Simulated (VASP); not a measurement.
Input:

```
FeNi3
1.0
    3.47050     0.00000     0.00000
    0.00000     3.47050     0.00000
    0.00000     0.00000     3.47050
Fe Ni
1 3
Cartesian
  0.00000   0.00000   0.00000
  0.00000   1.73525   1.73525
  1.73525   0.00000   1.73525
  1.73525   1.73525   0.00000
```
Starting moments (μB, in the order of the record's atoms Fe Ni Ni Ni): 2.9 0.6 0.6 0.6.

Method: PW91 GGA, VASP's PBE PAW potentials (set 64) (plane waves; VASP). Run with 520 eV cut-off, 9×9×9 Γ-centred mesh, first-order Methfessel-Paxton smearing of 0.10 eV, potentials Fe Ni.

Problem. Give the stress tensor in GPa (positive for a compressed cell).

Solution. 
```
13.65   0.00   0.00
 0.00  13.65   0.00
 0.00   0.00  13.65
```
The pressure is its mean diagonal, 13.65 GPa.

The compound is Ni3Fe in the L1_2 structure. This cell is one point of a volume scan, at 0.94 of the reference volume.
